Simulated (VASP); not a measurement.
# HfZrSe3 (P3m1) in VASP: density of states with PBE

Aim: the density of states of HfZrSe3 with PBE.

Everything below comes from runs of VASP 6.6.1. Logs are shortened: lines on timing, memory, paths and dates and some standing lists are left out, and cuts for length are marked.

## 1. The structure

The structure is trigonal, space group P3m1 (No. 156). The conventional cell has a = 3.834 Å, b = 3.834 Å, c = 10.006 Å, α = 90.00°, β = 90.00°, γ = 120.00°. Zr (site symmetry 3m) has 6 Se at 2.71 to 2.73 Å as nearest neighbours. Hf (site symmetry 3m) is surrounded by 6 Se at 2.69 to 2.70 Å. Around Se (site symmetry 3m) lie 3 Hf at 2.69 Å. Se (site symmetry 3m) has 3 Hf at 2.70 Å and 3 Zr at 2.73 Å as nearest neighbours. Se (site symmetry 3m) has 3 Zr at 2.71 Å as nearest neighbours.

The cell was built by a generator and needn't be a form met in nature.

## 2. Density of states, PBE

Contents of POSCAR:

```
HfZrSe3                                 
1.0
    3.8340102318      0.0000000000      0.0000000000
   -1.9170051159      3.3203502605     -0.0000000000
   -0.0000000000      0.0000000000     10.0063379068
  Zr              Hf              Se            
     1     1     3
Direct
     0.3333333300000021    0.6666666699999979    0.4832882432441220
     1.0000000000000000    0.0000000000000000    0.1687870117540657
     0.3333333300000021    0.6666666699999979    0.0161958686647993
     0.6666666699999979    0.3333333300000021    0.3230277486243517
     1.0000000000000000    0.0000000000000000    0.6387777277126638
```

Contents of INCAR.step1:

```
SYSTEM = HfZrSe3
  PREC = Accurate
  ENCUT = 520
  EDIFF = 1E-7
  ISMEAR = 0
  SIGMA = 0.1
  LREAL = .FALSE.
  LASPH = .TRUE.
  NELM = 60
  ALGO = Normal
  ISIF = 2
  LWAVE = .FALSE.
  LCHARG = .TRUE.
  LMAXMIX = 4
  GGA = PE
  KPAR = 4
```

Contents of KPOINTS.step1:

```
Automatic mesh
0
G
  10 10 4
  0 0 0
```

Contents of INCAR.step2:

```
SYSTEM = HfZrSe3
  PREC = Accurate
  ENCUT = 520
  EDIFF = 1E-7
  ISMEAR = -5
  SIGMA = 0.1
  LREAL = .FALSE.
  LASPH = .TRUE.
  NELM = 60
  ALGO = Normal
  ISIF = 2
  LWAVE = .FALSE.
  LCHARG = .FALSE.
  LMAXMIX = 4
  GGA = PE
  LORBIT = 11
  KPAR = 4
  NEDOS = 2001
  ICHARG = 11
```

Contents of KPOINTS.step2:

```
Automatic mesh
0
G
  15 15 6
  0 0 0
```

Potentials or basis: VASP PAW PBE potentials, release 64 (Zr_sv, Hf_pv, Se).

Launch:

```
$ cat potpaw_PBE.64/Zr_sv/POTCAR potpaw_PBE.64/Hf_pv/POTCAR potpaw_PBE.64/Se/POTCAR > POTCAR
$ cp INCAR.step1 INCAR
$ cp KPOINTS.step1 KPOINTS
$ mpirun -np 4 vasp_std > vasp.out
$ cp INCAR.step2 INCAR
$ cp KPOINTS.step2 KPOINTS
$ mpirun -np 4 vasp_std > vasp.out
```

OUTCAR:

```text
SYSTEM = HfZrSe3
   PREC = Accurate
   ENCUT = 520
   EDIFF = 1E-7
   ISMEAR = -5
   LREAL = .FALSE.
   LASPH = .TRUE.
   NELM = 60
   ISIF = 2
   GGA = PE
   LORBIT = 11
   ICHARG = 11

 ion  position               nearest neighbor table
   1  0.333  0.667  0.483-   5 2.71   5 2.71   5 2.71   4 2.73   4 2.73   4 2.73   2 3.85   2 3.85
                             2 3.85
   2  0.000  0.000  0.169-   3 2.69   3 2.69   3 2.69   4 2.70   4 2.70   4 2.70   1 3.85   1 3.85
                             1 3.85
   3  0.333  0.667  0.016-   2 2.69   2 2.69   2 2.69
   4  0.667  0.333  0.323-   2 2.70   2 2.70   2 2.70   1 2.73   1 2.73   1 2.73
   5  0.000  0.000  0.639-   1 2.71   1 2.71   1 2.71

  LATTYP: Found a hexagonal cell.
 ALAT       =     3.8340102318
 C/A-ratio  =     2.6098881593

  Lattice vectors:

 A1 = (   3.8340102318,   0.0000000000,   0.0000000000)
 A2 = (  -1.9170051159,   3.3203502605,   0.0000000000)
 A3 = (   0.0000000000,   0.0000000000,  10.0063379068)

Analysis of symmetry for initial positions (statically):
=====================================================================
 Subroutine PRICEL returns:
 Original cell was already a primitive cell.

 Routine SETGRP: Setting up the symmetry group for a
 hexagonal supercell.

 Subroutine GETGRP returns: Found  6 space group operations
 (whereof  6 operations were pure point group operations)
 out of a pool of 24 trial point group operations.

The static configuration has the point symmetry C_3v.

Analysis of symmetry for dynamics (positions and initial velocities):
=====================================================================
 Subroutine PRICEL returns:
 Original cell was already a primitive cell.

 Routine SETGRP: Setting up the symmetry group for a
 hexagonal supercell.

 Subroutine GETGRP returns: Found  6 space group operations
 (whereof  6 operations were pure point group operations)
 out of a pool of 24 trial point group operations.

The dynamic configuration has the point symmetry C_3v.

 Subroutine INISYM returns: Found  6 space group operations
 (whereof  6 operations are pure point group operations),
 and found     1 'primitive' translations

----------------------------------------------------------------------------------------

                                     Primitive cell

  volume of cell :     127.3833

  direct lattice vectors                    reciprocal lattice vectors
     3.834010232  0.000000000  0.000000000     0.260823508  0.150586523  0.000000000
    -1.917005116  3.320350261  0.000000000     0.000000000  0.301173045  0.000000000
     0.000000000  0.000000000 10.006337907     0.000000000  0.000000000  0.099936661
[... 108 lines left out ...]
   EFERMI_NEDOS =   21; number of points for ismear=-14 and -15
   IALGO  =     38    algorithm
   IMIX   =      4    mixing-type and parameters
     AMIX     =   0.40;   BMIX     =  1.00
     AMIX_MAG =   1.60;   BMIX_MAG =  1.00
  volume/ion in A,a.u.               =      25.48       171.92
  Fermi-wavevector in a.u.,A,eV,Ry     =   1.112732  2.102759 16.846370  1.238173
  Thomas-Fermi vector in A             =   2.249310
   LORBIT       =     11    0 simple, 1 ext, 2 COOP (PROOUT), +10 PAW based schemes
   GGA     = PE    functional components
   LHFCALC =     F    Hartree Fock is set to
   AEXX    =    0.0000 exact exchange contribution
   IVDW    =     0    specifies the selected vdW correction
   LEPSILON=     F    determine dielectric tensor
   LRPA    =     F    only Hartree local field effects (RPA)
 non-spin polarized calculation
 Fermi weights with tetrahedron method with Bloechl corrections
  energy-cutoff  :      520.00
  volume of cell :      127.38
 maximum number of plane-waves:      3462
 NGX is ok and might be reduce to    30

 number of electron      40.0000003 magnetization

 Free energy of the ion-electron system (eV)
  ---------------------------------------------------
  ext. energy  EPLUGINS =         0.00000000
  ---------------------------------------------------
  free energy    TOTEN  =       -35.02802377 eV

  energy without entropy =      -35.02802377  energy(sigma->0) =      -35.02802377

 E-fermi :   4.8962     XC(G=0):  -9.4773

 val. band max:        4.8388092160   @ k =   0.0000   0.0667   0.1667
 cond. band min:       4.8062160180   @ k =   0.1333   0.1333   0.5000
 fundamental gap:     -0.0325931980
 Fermi energy:         4.8961763137

 k-point     1 :       0.0000    0.0000    0.0000
  band No.  band energies     occupation
      1     -45.1448      2.00000
      2     -27.1848      2.00000
      3     -27.1676      2.00000
      4     -27.1676      2.00000
      5     -23.2095      2.00000
      6     -23.1381      2.00000
[... 637 lines left out ...]
     23       6.1622      0.00000
     24       6.8861      0.00000

 [... further k-points ...]

------------------------ aborting loop because EDIFF is reached ----------------------------------------

  FORCE on cell =-STRESS in cart. coord.  units (eV):
  Direction    XX          YY          ZZ          XY          YZ          ZX
  --------------------------------------------------------------------------------------
  -------------------------------------------------------------------------------------
  Total        0.0428125      0.0428125     -0.0263439      0.0000000      0.0000000      0.0000000
  in kB        0.5384786      0.5384786     -0.3313440      0.0000000      0.0000000      0.0000000
  external PRESSURE =       0.2485377 kB  Pullay stress =       0.0000000 kB

 VOLUME and BASIS-vectors are now :
 -----------------------------------------------------------------------------
  energy-cutoff  :      520.00
  volume of cell :      127.38
      direct lattice vectors                 reciprocal lattice vectors
     3.834010232  0.000000000  0.000000000     0.260823508  0.150586523  0.000000000
    -1.917005116  3.320350261  0.000000000     0.000000000  0.301173045  0.000000000
     0.000000000  0.000000000 10.006337907     0.000000000  0.000000000  0.099936661

 POSITION                                       TOTAL-FORCE (eV/Angst)
 -----------------------------------------------------------------------------------
     -0.00000      2.21357      4.83595         0.000000     -0.000000      0.001114
      0.00000      0.00000      1.68894        -0.000000     -0.000000     -0.004871
     -0.00000      2.21357      0.16206        -0.000000     -0.000000      0.020167
      1.91701      1.10678      3.23232        -0.000000      0.000000     -0.001298
      0.00000      0.00000      6.39183        -0.000000     -0.000000     -0.015112
 -----------------------------------------------------------------------------------
    total drift:                                0.001911     -0.001104     -0.000073

  FREE ENERGIE OF THE ION-ELECTRON SYSTEM (eV)
  ---------------------------------------------------
  free  energy   TOTEN  =       -35.0280237732 eV

  energy  without entropy=      -35.0280237732  energy(sigma->0) =      -35.02802377

 total charge

# of ion       s       p       d       tot
------------------------------------------
    1        2.152   5.976   1.598   9.726
    2        0.289   6.373   1.543   8.205
    3        1.460   2.389   0.032   3.880
    4        1.435   2.487   0.088   4.010
    5        1.461   2.379   0.030   3.869
--------------------------------------------------
tot          6.797  19.603   3.290  29.690
```

It took 2.6 min on 4 MPI ranks of Intel Xeon Platinum 8488C (Sapphire Rapids), shared host; peak memory 0.6 GiB.

What came out:

| Quantity | Value |
| --- | --- |
| Valence electrons inside the program's atomic spheres | Zr 9.73; Hf 8.21; Se 3.88, 4.01, 3.87 |

Levels at points of the mesh, in eV from the Fermi level:
| k point | band 16 | band 17 | band 18 | band 19 | band 20 | band 21 | band 22 | band 23 | band 24 |
| --- | --- | --- | --- | --- | --- | --- | --- | --- | --- |
| (0.00, 0.00, 0.00) | -2.73 | -1.86 | -1.52 | -1.51 | -0.40 | -0.40 | -0.29 | 0.90 | 0.91 |
| (0.00, 0.00, 0.50) | -2.71 | -2.58 | -1.54 | -1.54 | -0.40 | -0.40 | -0.17 | 0.90 | 0.90 |

States per cell in windows of 0.5 eV (zero at the Fermi level; states under -8 eV left out):
| from (eV) | total | Zr1_d | Hf2_d | Se4_p | Se5_p | Se3_p | Hf2_p |
| --- | --- | --- | --- | --- | --- | --- | --- |
| -8.0 | 0.00 | 0.00 | 0.00 | 0.00 | 0.00 | 0.00 | 0.00 |
| -7.5 | 0.35 | 0.01 | 0.01 | 0.10 | 0.00 | 0.01 | 0.01 |
| -7.0 | 1.08 | 0.04 | 0.03 | 0.33 | 0.01 | 0.02 | 0.02 |
| -6.5 | 1.11 | 0.04 | 0.05 | 0.35 | 0.01 | 0.03 | 0.02 |
| -6.0 | 1.70 | 0.08 | 0.10 | 0.59 | 0.02 | 0.04 | 0.07 |
| -5.5 | 1.27 | 0.09 | 0.12 | 0.50 | 0.01 | 0.01 | 0.03 |
| -5.0 | 0.79 | 0.06 | 0.07 | 0.22 | 0.03 | 0.06 | 0.01 |
| -4.5 | 1.79 | 0.09 | 0.13 | 0.05 | 0.21 | 0.36 | 0.05 |
| -4.0 | 2.04 | 0.15 | 0.11 | 0.06 | 0.37 | 0.31 | 0.04 |
| -3.5 | 2.93 | 0.19 | 0.22 | 0.05 | 0.44 | 0.60 | 0.06 |
| -3.0 | 3.40 | 0.25 | 0.22 | 0.09 | 0.69 | 0.65 | 0.07 |
| -2.5 | 1.32 | 0.11 | 0.04 | 0.07 | 0.38 | 0.14 | 0.02 |
| -2.0 | 0.42 | 0.02 | 0.01 | 0.05 | 0.10 | 0.07 | 0.01 |
| -1.5 | 0.32 | 0.06 | 0.06 | 0.00 | 0.03 | 0.02 | 0.00 |
| -1.0 | 0.80 | 0.17 | 0.15 | 0.02 | 0.05 | 0.04 | 0.00 |
| -0.5 | 0.88 | 0.23 | 0.18 | 0.02 | 0.04 | 0.03 | 0.00 |
| 0.0 | 1.07 | 0.31 | 0.22 | 0.04 | 0.05 | 0.04 | 0.00 |
| 0.5 | 2.47 | 0.81 | 0.69 | 0.06 | 0.04 | 0.04 | 0.00 |
| 1.0 | 2.13 | 0.80 | 0.55 | 0.06 | 0.03 | 0.04 | 0.01 |
| 1.5 | 2.48 | 0.89 | 0.81 | 0.05 | 0.04 | 0.03 | 0.01 |
| 2.0 | 0.02 | 0.00 | 0.01 | 0.00 | 0.00 | 0.00 | 0.00 |
| 2.5 | 0.00 | 0.00 | 0.00 | 0.00 | 0.00 | 0.00 | 0.00 |
| 3.0 | 0.00 | 0.00 | 0.00 | 0.00 | 0.00 | 0.00 | 0.00 |
| 3.5 | 0.00 | 0.00 | 0.00 | 0.00 | 0.00 | 0.00 | 0.00 |

Caveat: this functional lacks dispersion, which binds the layers, so the pressure and a relaxed spacing across them are unreliable; tetrahedron occupations give inexact forces and stress in metals. The run has no spin-orbit coupling, so splittings on Hf are missing.
